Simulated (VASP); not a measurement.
Consider the following.

```xyz
3
Lattice="0.0000 2.5101 2.5101 2.5101 0.0000 2.5101 2.5101 2.5101 0.0000" Properties=species:S:1:pos:R:3 pbc="T T T"
Hf     0.0000     0.0000     0.0000
O      1.2550     1.2550     1.2550
O      3.7651     3.7651     3.7651
```

Method: PBEsol GGA with spin-orbit coupling, VASP's PBE PAW potentials (set 64) (plane waves; VASP). Numerical set-up: 520 eV cut-off, 7×7×7 Γ-centred mesh, Gaussian smearing of 0.050 eV, potentials Hf_pv O.

Q: Estimate the energy per atom (σ→0), band gap (over mesh and band path) with the smallest direct gap where there is one.

A: 
```
Quantity                                                 Value
---------------------------------------------  ---------------
band gap (over mesh and band path)                     3.73 eV
smallest direct gap (over mesh and band path)          3.73 eV
energy per atom (σ→0)                          -10.754 eV/atom
```

The absolute energy has meaning only against runs of the same code, potentials and settings.

The structure comes from a measured HfO2 entry (Fm-3m) of the Crystallography Open Database, whose conditions weren't checked. It was relaxed first, which changed the volume by -5 %.
